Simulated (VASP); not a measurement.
Wanted: the native input for a VASP 6.6.1 run.

```yaml
Task: single point
Functional: PBE
Dispersion: D3(BJ)
Potentials_or_basis: VASP PAW PBE potentials, release 64 (O, H, Ca_sv, Cl)
Cutoff: 520 eV
k_mesh: 1 × 1 × 1
Occupations: fermi-dirac, width 0.02 eV
Spin: no spin polarisation
Dipole_correction: no
Further_INCAR_settings: LREAL = Auto; ALGO = Normal; EDIFF = 1e-07; NBANDS = 74
```

The structure of CaH20Cl2O10 lies in POSCAR:

```
CaH20Cl2O10
1.0
    7.3839930000      0.0000000000      0.0000000000
    0.0000000000      7.3839930000      0.0000000000
    0.0000000000      0.0000000000      7.3839930000
O H Ca Cl
10 20 1 2
Direct
    0.5298352802      0.1492011165      0.9132728051
    0.3972511892      1.0919972432      0.2590197472
    0.0772617200      0.8500820626      0.8739986617
    0.6694751742      0.8176876657     -0.1371751030
    0.7158728347      0.1847239021      0.4251222882
    0.1918338763      0.3966011344      0.2660755502
    0.0577736192      0.5794561290      0.5223325645
    0.1991740783      0.4587219950     -0.1424703409
    1.0277095333      0.8931888207      0.2667120622
    0.6456804604      0.4752713065      0.6400060238
    0.6076522554      0.2552819321      0.9125550363
    0.4361190483      0.1612677585      0.8200847428
    0.4526819026      1.1020324640      0.1402493204
    0.3317852549      0.9804315903      0.2770858531
    0.2030608642      0.8536031927      0.8468724171
    0.0603196672      0.8847922797      1.0026282528
    0.6638007376      0.9496217020     -0.1124730210
    0.5615931651      0.8003257858     -0.2062840525
    0.6115390413      0.1135293601      0.3853606037
    0.7543208668      0.2345478930      0.3010295378
    0.0774242337      0.3643827940      0.2039140611
    0.2679038293      0.2857667931      0.2696914799
    0.1016794030      0.4843856163      0.4312978087
    0.1572726301      0.6693262033      0.5226846775
    0.3018827347      0.4930665563     -0.2252168982
    0.2577738088      0.4259890279     -0.0231040306
    1.0064066962      0.7772082124      0.3296319485
    0.9560003646      0.9784137119      0.3419152754
    0.5948272161      0.5856181066      0.5735108362
    0.6953148520      0.3904256139      0.5456803656
    0.9119320671      0.5892204936      0.7926199280
    0.3885431636      0.7905749640      0.5664144048
    0.8239309003      0.3841823794      0.0649106791
```

The cell was built by a generator and needn't be a form met in nature.

One way to write it, as run:

INCAR

```
SYSTEM = CaH20Cl2O10
ALGO     = Normal         ! electronic algorithm
EDIFF    = 1E-7           ! SCF threshold, eV
ENCUT    = 520            ! plane-wave cutoff, eV
GGA      = PE             ! functional
ISIF     = 2              ! what is computed and relaxed
ISMEAR   = -1             ! smearing method
IVDW     = 12             ! dispersion correction
LASPH    = .True.         ! aspherical terms in the spheres
LCHARG   = .True.         ! write CHGCAR
LELF     = .True.         ! ELF
LREAL    = Auto         
LVHAR    = .True.       
LWAVE    = .False.        ! write WAVECAR
NBANDS   = 74             ! bands
NELM     = 100            ! most SCF steps
PREC     = Accurate       ! precision mode
SIGMA    = 0.02           ! smearing width, eV
```

KPOINTS

```
k-points
0
Gamma
  1 1 1
  0 0 0
```

Potentials or basis: VASP PAW PBE potentials, release 64 (O, H, Ca_sv, Cl).

The run is started by

```bash
$ cat potpaw_PBE.64/O/POTCAR potpaw_PBE.64/H/POTCAR potpaw_PBE.64/Ca_sv/POTCAR potpaw_PBE.64/Cl/POTCAR > POTCAR
$ mpirun -np 1 vasp_gam > vasp.out
```

Results of the run:

```yaml
Pressure: 0.2 GPa
Largest_force: 2.170 eV/Å
Band_gap_on_the_k_mesh: 4.50 eV, direct
Dispersion_energy_per_atom: -0.046 eV
```

Wall time 34 s on 1 thread of AMD EPYC 9R45 96-Core Processor (Zen 5), on a shared host, peak memory 0.37 GiB.
